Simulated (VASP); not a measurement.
Level of theory: PBEsol GGA, VASP's PBE PAW potentials (set 64) (plane waves; VASP).

The input files of a VASP run:

**INCAR**
```
SYSTEM=SiGe
PREC=Accurate; ENCUT=500; LREAL=F
LASPH=T
EDIFF=1E-6; NELM=100; ALGO=Normal
LMAXMIX=4
ISMEAR=1; SIGMA=0.1
GGA=PS
IBRION=2; NSW=40; ISIF=3
EDIFFG=-0.02; PSTRESS=100
LWAVE=F; LCHARG=F
```

**POSCAR**
```
SiGe
1.0
  3.1488343446   0.0000000000   0.0000000000
  0.0000000000   3.1488343446   0.0000000000
  0.0000000000   0.0000000000   3.1488343446
Si Ge
1 1
Cart
  0.0000000000   0.0000000000   0.0000000000
  1.5744171723   1.5744171723   1.5744171723
```

KPOINTS:
```
Automatic mesh
0
Gamma
12 12 12
0 0 0
```

POTCAR, in this order: Si Ge_d (PBE.64 set). Program: vasp_std.

Output

### OSZICAR
```
       N       E                     dE             d eps       ncg     rms          rms(c)
DAV:   1     0.811883023191E+02    0.81188E+02   -0.91656E+03  2315   0.313E+03
DAV:   2    -0.208990155579E+01   -0.83278E+02   -0.80212E+02  2339   0.466E+02
DAV:   3    -0.976874686030E+01   -0.76788E+01   -0.75476E+01  2659   0.890E+01
DAV:   4    -0.990892406323E+01   -0.14018E+00   -0.14011E+00  2475   0.123E+01
DAV:   5    -0.991149138062E+01   -0.25673E-02   -0.25671E-02  2654   0.191E+00    0.287E+00
DAV:   6    -0.987502002304E+01    0.36471E-01   -0.30678E-02  2639   0.378E+00    0.157E+00
DAV:   7    -0.985908875877E+01    0.15931E-01   -0.18720E-02  2704   0.213E+00    0.119E-01
DAV:   8    -0.985860722953E+01    0.48153E-03   -0.11922E-03  2699   0.744E-01    0.756E-02
DAV:   9    -0.985859255145E+01    0.14678E-04   -0.55177E-05  2669   0.150E-01    0.133E-02
DAV:  10    -0.985859268084E+01   -0.12939E-06   -0.35383E-06  2339   0.298E-02
   1 F= -.79099202E+01 E0= -.79097472E+01  d E =-.790992E+01
       N       E                     dE             d eps       ncg     rms          rms(c)
DAV:   1    -0.105843022157E+02   -0.72571E+00   -0.11252E+01  2719   0.724E+01    0.559E+00
DAV:   2    -0.994149675210E+01    0.64281E+00   -0.94437E-01  2639   0.282E+01    0.273E+00
DAV:   3    -0.974545666040E+01    0.19604E+00   -0.23514E-01  2726   0.115E+01    0.681E-01
DAV:   4    -0.973020908990E+01    0.15248E-01   -0.13059E-02  2619   0.216E+00    0.263E-01
DAV:   5    -0.972964936065E+01    0.55973E-03   -0.12103E-03  2729   0.731E-01    0.477E-02
DAV:   6    -0.972966026839E+01   -0.10908E-04   -0.52251E-05  2590   0.743E-02    0.184E-02
DAV:   7    -0.972965174717E+01    0.85212E-05   -0.61046E-06  2439   0.380E-02    0.215E-03
DAV:   8    -0.972965115722E+01    0.58995E-06   -0.12153E-06  1212   0.281E-02
   2 F= -.79198573E+01 E0= -.79197350E+01  d E =-.993710E-02
       N       E                     dE             d eps       ncg     rms          rms(c)
DAV:   1    -0.994798893931E+01   -0.21834E+00   -0.22355E+00  2749   0.376E+01    0.226E+00
DAV:   2    -0.983685915999E+01    0.11113E+00   -0.14782E-01  2624   0.954E+00    0.115E+00
DAV:   3    -0.980132669369E+01    0.35532E-01   -0.54101E-02  2607   0.514E+00    0.228E-01
DAV:   4    -0.979895868774E+01    0.23680E-02   -0.29658E-03  2629   0.117E+00    0.943E-02
DAV:   5    -0.979880861265E+01    0.15008E-03   -0.14017E-04  2414   0.189E-01    0.313E-02
DAV:   6    -0.979880694700E+01    0.16656E-05   -0.22902E-05  2629   0.113E-01    0.663E-03
DAV:   7    -0.979880602666E+01    0.92035E-06   -0.10737E-06  1252   0.168E-02
   3 F= -.79315145E+01 E0= -.79313420E+01  d E =-.215943E-01
```

**OUTCAR**
```
------------------------ aborting loop because EDIFF is reached ----------------------------------------
  FORCE on cell =-STRESS in cart. coord.  units (eV):
  Direction    XX          YY          ZZ          XY          YZ          ZX
  --------------------------------------------------------------------------------------
  Total        1.8991309      1.8991309      1.8991309      0.0000000      0.0000000     -0.0000000
  in kB      101.7051077    101.7051077    101.7051077      0.0000000      0.0000000     -0.0000000
  external PRESSURE =       1.7051077 kB  Pullay stress =     100.0000000 kB
  volume of cell :       29.92
      direct lattice vectors                 reciprocal lattice vectors
     3.104375424  0.000000000  0.000000000     0.322125988 -0.000000000  0.000000000
     0.000000000  3.104375424  0.000000000    -0.000000000  0.322125988  0.000000000
    -0.000000000 -0.000000000  3.104375424    -0.000000000 -0.000000000  0.322125988
 POSITION                                       TOTAL-FORCE (eV/Angst)
 -----------------------------------------------------------------------------------
      0.00000      0.00000      0.00000         0.000000      0.000000      0.000000
      1.55219      1.55219      1.55219        -0.000000     -0.000000      0.000000
 -----------------------------------------------------------------------------------
    total drift:                                0.000000      0.000000     -0.000000
  FREE ENERGIE OF THE ION-ELECTRON SYSTEM (eV)
  ---------------------------------------------------
  free  energy   TOTEN  =        -9.7988060267 eV

  energy  without entropy=       -9.7982885582  energy(sigma->0) =       -9.79863354
  enthalpy is  TOTEN    =        -7.9315144953 eV   P V=        1.8672915314

 reached required accuracy - stopping structural energy minimisation
```
(Selected blocks of OUTCAR.)

CONTCAR:
```
SiGe
   1.00000000000000
     3.1043754240270904    0.0000000000000000    0.0000000000000000
     0.0000000000000000    3.1043754240270904    0.0000000000000000
    -0.0000000000000000   -0.0000000000000000    3.1043754240270904
  Si              Ge
     1     1
Direct
     0.0000000000000000    0.0000000000000000    0.0000000000000000
     0.5000000000000000    0.5000000000000000    0.5000000000000000
```

**OUTCAR**
```
 val. band max:        9.4189466510   @ k =   0.5000   0.1667   0.0833

 cond. band min:       9.4564355843   @ k =   0.5000   0.1667   0.1667


 Fermi energy:         9.4275191133

 k-point     1 :       0.0000    0.0000    0.0000
  band No.  band energies     occupation
      1     -15.1845      2.00000
      2     -15.1845      2.00000
      3     -15.1171      2.00000
      4     -15.1171      2.00000
      5     -15.1171      2.00000
      6      -5.2077      2.00000
      7       8.8833      2.00000
      8       8.8833      2.00000
      9       8.8833      2.00000
     10       9.5661     -0.06457
     11      12.6520      0.00000
     12      12.6520      0.00000
     13      20.9645      0.00000

 k-point     2 :       0.0833    0.0000    0.0000
  band No.  band energies     occupation
      1     -15.1841      2.00000
      2     -15.1800      2.00000
      3     -15.1188      2.00000
      4     -15.1188      2.00000
      5     -15.1170      2.00000
      6      -5.1007      2.00000
      7       7.3377      2.00000
      8       8.9890      2.00000
      9       8.9890      2.00000
     10      10.3066     -0.00000
     11      12.7498      0.00000
     12      13.7298      0.00000
     13      20.1657      0.00000

 k-point     3 :       0.1667    0.0000    0.0000
  band No.  band energies     occupation
      1     -15.1832      2.00000
      2     -15.1676      2.00000
      3     -15.1234      2.00000
      4     -15.1234      2.00000
      5     -15.1165      2.00000
      6      -4.7796      2.00000
      7       5.3318      2.00000
      8       9.3053      2.07091
      9       9.3053      2.07091
     10      10.8083     -0.00000
     11      13.0417      0.00000
     12      16.0448      0.00000
     13      18.6163      0.00000

 k-point     4 :       0.2500    0.0000    0.0000
  band No.  band energies     occupation
      1     -15.1819      2.00000
      2     -15.1508      2.00000
      3     -15.1296      2.00000
...
```

Energy and stress use the plane-wave basis of the starting cell.

The structure was generated: SiGe was put into the CsCl type type (Pm-3m), which need not be its known phase. This run relaxes it under an external pressure of 10 GPa. Symmetry was kept, so distortions that lower it aren't found. VASP warned that the highest band is occupied, so more bands are needed.
